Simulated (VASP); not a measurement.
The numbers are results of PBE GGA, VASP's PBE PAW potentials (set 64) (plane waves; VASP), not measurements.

Input for VASP

File KPOINTS:
```
Automatic mesh
0
Gamma
5 5 5
0 0 0
```

File POSCAR:
```
CsPbBr3
1
    5.9549950000     0.0000000000     0.0000000000
    0.0000000000     5.9549950000     0.0000000000
    0.0000000000     0.0000000000     5.9549950000
Cs Pb Br
1 1 3
Direct
  0.0000000000   0.0000000000   0.0000000000
  0.5000000000   0.5000000000   0.5000000000
  0.5000000000   0.5000000000   0.0000000000
  0.0000000000   0.5000000000   0.5000000000
  0.5000000000   0.0000000000   0.5000000000
```

### INCAR
```
! general
SYSTEM =CsPbBr3
PREC   =Accurate
ENCUT  =300
LREAL  =.FALSE.   ! projection in real space or not
LASPH  =.TRUE.   ! aspherical one-centre terms

! electronic loop
EDIFF  =1E-6
NELM   =100   ! most electronic steps
ALGO   =Normal   ! blocked Davidson
LMAXMIX=4

! smearing
ISMEAR =-1
SIGMA  =0.01

! functional
GGA    =PE   ! PBE

! ions
ISIF   =2   ! forces and stress, cell fixed

! output
LWAVE  =.FALSE.
LCHARG =.FALSE.
```

POTCAR, in this order: Cs_sv Pb_d Br (PBE.64 set). Program: vasp_std.

Q: What will the output report for the number of irreducible k-points (NKPTS), largest plane-wave count, number of space-group operations, FFT grid (NGX, NGY, NGZ)?

A: 
* **number of irreducible k-points (NKPTS)**: 10
* **largest plane-wave count**: 2517
* **number of space-group operations**: 48
* **FFT grid (NGX, NGY, NGZ)**: 36 × 36 × 36

The structure comes from a computed database's CsPbBr3 entry; how it stands against other phases isn't given here. The cell was not relaxed at this level, and its volume differs by -5.9 % from the start's.
